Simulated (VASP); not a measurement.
Method: PBE GGA with D3 dispersion (Becke-Johnson damping), VASP's PBE PAW potentials (set 64) (plane waves; VASP 6.6.1).

The input files of a VASP run:

File KPOINTS:
```
Automatic
0
Gamma
 16 16 16
0 0 0
```

### INCAR
```
# general
SYSTEM  = Rh
PREC    = Accurate
ENCUT   = 520
LREAL   = .FALSE.
LASPH   = .TRUE.

# electronic loop
EDIFF   = 1E-7
NELM    = 100
ALGO    = Normal
LMAXMIX = 4

# smearing
ISMEAR  = 1
SIGMA   = 0.1

# functional
GGA     = PE
IVDW    = 12

# ions
ISIF    = 2

# output
LWAVE   = .FALSE.
LCHARG  = .FALSE.
```

POSCAR:
```
Rh
1.9337330
  0.0000000000   1.0000001718   1.0000001718
  1.0000001718   0.0000000000   1.0000001718
  1.0000001718   1.0000001718   0.0000000000
Rh
1
Direct
  0.0000000000   0.0000000000   0.0000000000
```

POTCAR, in this order: Rh_pv (PBE.64 set). Program: vasp_std.

What VASP printed:

**OSZICAR**
```
       N       E                     dE             d eps       ncg     rms          rms(c)
DAV:   1     0.113074132560E+03    0.11307E+03   -0.93946E+03  3190   0.145E+03
DAV:   2    -0.629803756439E+01   -0.11937E+03   -0.11445E+03  3274   0.382E+02
DAV:   3    -0.774313553543E+01   -0.14451E+01   -0.14369E+01  3670   0.481E+01
DAV:   4    -0.775221768369E+01   -0.90821E-02   -0.90800E-02  3513   0.392E+00
DAV:   5    -0.775236554416E+01   -0.14786E-03   -0.14786E-03  3652   0.472E-01    0.894E+00
DAV:   6    -0.726499221152E+01    0.48737E+00   -0.12347E+00  3325   0.162E+01    0.298E+00
DAV:   7    -0.725207365977E+01    0.12919E-01   -0.15022E-02  3553   0.154E+00    0.153E+00
DAV:   8    -0.724877281974E+01    0.33008E-02   -0.27462E-03  3331   0.832E-01    0.133E-01
DAV:   9    -0.724870121369E+01    0.71606E-04   -0.55614E-05  3652   0.120E-01    0.148E-02
DAV:  10    -0.724870510282E+01   -0.38891E-05   -0.36412E-06  3427   0.280E-02    0.198E-03
DAV:  11    -0.724870513014E+01   -0.27318E-07   -0.15920E-07  2598   0.567E-03
   1 F= -.78627927E+01 E0= -.78626998E+01  d E =-.278760E-03
```

### OUTCAR
```
------------------------ aborting loop because EDIFF is reached ----------------------------------------
 Edisp (eV)   -0.61409
  FORCE on cell =-STRESS in cart. coord.  units (eV):
  Direction    XX          YY          ZZ          XY          YZ          ZX
  --------------------------------------------------------------------------------------
  Total      -1.26719    -1.26719    -1.26719    -0.00000    -0.00000     0.00000
  in kB    -140.38910  -140.38910  -140.38910    -0.00000    -0.00000     0.00000
  external pressure =     -140.39 kB  Pullay stress =        0.00 kB
  volume of cell :       14.46
      direct lattice vectors                 reciprocal lattice vectors
     0.000000000  1.933733332  1.933733332    -0.258567193  0.258567193  0.258567193
     1.933733332  0.000000000  1.933733332     0.258567193 -0.258567193  0.258567193
     1.933733332  1.933733332  0.000000000     0.258567193  0.258567193 -0.258567193
 POSITION                                       TOTAL-FORCE (eV/Angst)
 -----------------------------------------------------------------------------------
      0.00000      0.00000      0.00000         0.000000     -0.000000      0.000000
 -----------------------------------------------------------------------------------
    total drift:                                0.000000      0.000000      0.000000
  FREE ENERGIE OF THE ION-ELECTRON SYSTEM (eV)
  ---------------------------------------------------
  free  energy   TOTEN  =        -7.8627926909 eV

  energy  without entropy=       -7.8625139310  energy(sigma->0) =       -7.86269977
```
(Selected blocks of OUTCAR.)

The compound is Rh in the fcc structure. This cell is one point of a volume scan, at 1.06 of the reference volume.
